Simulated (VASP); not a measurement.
These are PBEsol GGA, VASP's PBE PAW potentials (set 64) (plane waves; VASP) values and carry that method's errors.

VASP input:

POSCAR:
```
PbO
1.0
  0.0000000000   2.6816760193   2.6816760193
  2.6816760193   0.0000000000   2.6816760193
  2.6816760193   2.6816760193   0.0000000000
Pb O
1 1
direct
  0.0000000000   0.0000000000   0.0000000000
  0.2500000000   0.2500000000   0.2500000000
```

### INCAR
```
# general
SYSTEM  = PbO
PREC    = Accurate
ENCUT   = 620
LREAL   = .FALSE.
LASPH   = .TRUE.

# electronic loop
EDIFF   = 1E-6
NELM    = 100
ALGO    = Normal
LMAXMIX = 4

# smearing
ISMEAR  = 1
SIGMA   = 0.1

# functional
GGA     = PS

# ions
IBRION  = 2
NSW     = 40
ISIF    = 3
EDIFFG  = -0.02
PSTRESS = 100

# output
LWAVE   = .FALSE.
LCHARG  = .FALSE.
```

### KPOINTS
```
Automatic
0
gamma
  12 12 12
0 0 0
```

POTCAR, in this order: Pb_d O (PBE.64 set). Program: vasp_std.

The run wrote:

File OSZICAR:
```
       N       E                     dE             d eps       ncg     rms          rms(c)
DAV:   1     0.192885725591E+03    0.19289E+03   -0.11879E+04  2022   0.190E+03
DAV:   2     0.504245597885E+01   -0.18784E+03   -0.18081E+03  2166   0.431E+02
DAV:   3    -0.125455337783E+02   -0.17588E+02   -0.17445E+02  2498   0.135E+02
DAV:   4    -0.129345971734E+02   -0.38906E+00   -0.38885E+00  2226   0.227E+01
DAV:   5    -0.129471074999E+02   -0.12510E-01   -0.12510E-01  2690   0.405E+00    0.830E+00
DAV:   6    -0.110342409324E+02    0.19129E+01   -0.13875E+01  2992   0.370E+01    0.438E+00
DAV:   7    -0.108513555516E+02    0.18289E+00   -0.17336E+00  2464   0.123E+01    0.144E+00
DAV:   8    -0.108362392727E+02    0.15116E-01   -0.29013E-01  2244   0.566E+00    0.846E-01
DAV:   9    -0.108244632567E+02    0.11776E-01   -0.18283E-02  2512   0.150E+00    0.183E-01
DAV:  10    -0.108246838588E+02   -0.22060E-03   -0.18710E-03  2268   0.439E-01    0.865E-02
DAV:  11    -0.108246407174E+02    0.43141E-04   -0.27768E-04  2088   0.193E-01    0.142E-02
DAV:  12    -0.108246423468E+02   -0.16294E-05   -0.12330E-05  2334   0.333E-02    0.591E-03
DAV:  13    -0.108246418857E+02    0.46101E-06   -0.21578E-06  1524   0.149E-02
   1 F= -.84172969E+01 E0= -.84174172E+01  d E =-.841730E+01
```

### OUTCAR
```
------------------------ aborting loop because EDIFF is reached ----------------------------------------
  FORCE on cell =-STRESS in cart. coord.  units (eV):
  Direction    XX          YY          ZZ          XY          YZ          ZX
  --------------------------------------------------------------------------------------
  Total        2.4168989      2.4168989      2.4168989      0.0000000      0.0000000      0.0000000
  in kB      100.3968643    100.3968643    100.3968643      0.0000000      0.0000000      0.0000000
  external PRESSURE =       0.3968643 kB  Pullay stress =     100.0000000 kB
  volume of cell :       38.57
      direct lattice vectors                 reciprocal lattice vectors
     0.000000000  2.681676019  2.681676019    -0.186450562  0.186450562  0.186450562
     2.681676019  0.000000000  2.681676019     0.186450562 -0.186450562  0.186450562
     2.681676019  2.681676019  0.000000000     0.186450562  0.186450562 -0.186450562
 POSITION                                       TOTAL-FORCE (eV/Angst)
 -----------------------------------------------------------------------------------
      0.00000      0.00000      0.00000        -0.000000     -0.000000     -0.000000
      1.34084      1.34084      1.34084         0.000000      0.000000      0.000000
 -----------------------------------------------------------------------------------
    total drift:                                0.000000      0.000000     -0.000000
  FREE ENERGIE OF THE ION-ELECTRON SYSTEM (eV)
  ---------------------------------------------------
  free  energy   TOTEN  =       -10.8246418857 eV

  energy  without entropy=      -10.8250029576  energy(sigma->0) =      -10.82476224
  enthalpy is  TOTEN    =        -8.4172968620 eV   P V=        2.4073450237

 reached required accuracy - stopping structural energy minimisation
```
(Selected blocks of OUTCAR.)

File OUTCAR:
```
 val. band max:        6.0836985835   @ k =  -0.3333   0.5000   0.1667

 cond. band min:       6.1256308810   @ k =  -0.2500   0.5000   0.2500


 Fermi energy:         6.1239113653

 k-point     1 :       0.0000    0.0000    0.0000
  band No.  band energies     occupation
      1     -12.6556      2.00000
      2     -10.5264      2.00000
      3     -10.5264      2.00000
      4     -10.5264      2.00000
      5     -10.3408      2.00000
      6     -10.3408      2.00000
      7      -0.9013      2.00000
      8       3.1561      2.00000
      9       3.1561      2.00000
     10       3.1561      2.00000
     11      11.6380      0.00000
     12      11.6380      0.00000
     13      11.6380      0.00000
     14      14.8147      0.00000

 k-point     2 :       0.0833    0.0000    0.0000
  band No.  band energies     occupation
      1     -12.6523      2.00000
      2     -10.5192      2.00000
      3     -10.5192      2.00000
      4     -10.4837      2.00000
      5     -10.3411      2.00000
      6     -10.3411      2.00000
      7      -0.9931      2.00000
      8       3.1151      2.00000
      9       3.1151      2.00000
     10       3.2058      2.00000
     11      10.9475      0.00000
     12      11.6798      0.00000
     13      11.6798      0.00000
     14      15.5474      0.00000

 k-point     3 :       0.1667    0.0000    0.0000
  band No.  band energies     occupation
      1     -12.6465      2.00000
      2     -10.5016      2.00000
      3     -10.5016      2.00000
      4     -10.3565      2.00000
      5     -10.3395      2.00000
      6     -10.3395      2.00000
      7      -1.2563      2.00000
      8       3.0055      2.00000
      9       3.0055      2.00000
     10       3.3287      2.00000
     11       9.8560      0.00000
     12      11.7734      0.00000
     13      11.7734      0.00000
     14      15.9421      0.00000

 k-point     4 :       0.2500    0.0000    0.0000
  band No.  band energies     occupation
...
```

Unless said otherwise, spin-orbit coupling is left out, though it shifts the bands of the heavy elements here.

The structure was generated: PbO was put into the zinc blende type (F-43m), which need not be its known phase. It was relaxed first under an external pressure of 10 GPa.
